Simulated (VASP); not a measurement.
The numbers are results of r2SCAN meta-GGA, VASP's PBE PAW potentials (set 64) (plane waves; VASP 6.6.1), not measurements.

Input for VASP

KPOINTS:
```
Automatic mesh
0
G
  11 11 11
0 0 0
```

File POSCAR:
```
TiAl
1
    0.0000000000     2.6371012471     2.6371012471
    2.6371012471     0.0000000000     2.6371012471
    2.6371012471     2.6371012471     0.0000000000
Ti Al
1 1
Direct
  0.0000000000   0.0000000000   0.0000000000
  0.5000000000   0.5000000000   0.5000000000
```

**INCAR**
```
SYSTEM = TiAl
PREC = Accurate
ENCUT = 400
EDIFF = 1E-6
NELM = 100
ALGO = Normal
LREAL = .FALSE.
LASPH = .TRUE.
ISMEAR = 1
SIGMA = 0.1
METAGGA = R2SCAN
LMIXTAU = .TRUE.
LMAXMIX = 4
LWAVE = .FALSE.
LCHARG = .FALSE.
IBRION = 2
ISIF = 3
NSW = 60
EDIFFG = -0.01
```

POTCAR, in this order: Ti_sv Al (PBE.64 set). Program: vasp_std.

### Question
Predict the energy per atom (σ→0), volume per atom, band gap (on the k-mesh).

### Answer

```
Quantity                                                     Value
------------------------  ----------------------------------------
energy per atom (σ→0)                               -9.586 eV/atom
band gap (on the k-mesh)  none (metal, semimetal or under 0.01 eV)
volume per atom                                      18.26 Å³/atom
```

### OSZICAR
```
...
DAV:   5    -0.191712430076E+02    0.38194E-04   -0.77756E-05  1556   0.654E-02    0.137E-02
DAV:   6    -0.191712629736E+02   -0.19966E-04   -0.75901E-06  1350   0.368E-02    0.101E-02
DAV:   7    -0.191712698035E+02   -0.68299E-05   -0.59910E-06  1453   0.310E-02    0.244E-03
DAV:   8    -0.191712771712E+02   -0.73676E-05   -0.85307E-07   670   0.150E-02    0.205E-03
DAV:   9    -0.191712752905E+02    0.18806E-05   -0.27841E-07   634   0.719E-03    0.831E-04
DAV:  10    -0.191712786539E+02   -0.33633E-05   -0.10130E-07   631   0.432E-03    0.328E-04
DAV:  11    -0.191712790407E+02   -0.38684E-06   -0.21118E-08   634   0.194E-03
   3 F= -.19171279E+02 E0= -.19171274E+02  d E =-.208551E-03
```

The structure was generated: TiAl was put into the rock salt type (Fm-3m), which need not be its known phase. This run relaxes it. Symmetry was kept, so distortions that lower it aren't found. The start is the result of an earlier pass. The electron count is odd and the run is not spin-polarised, which forces a metal.
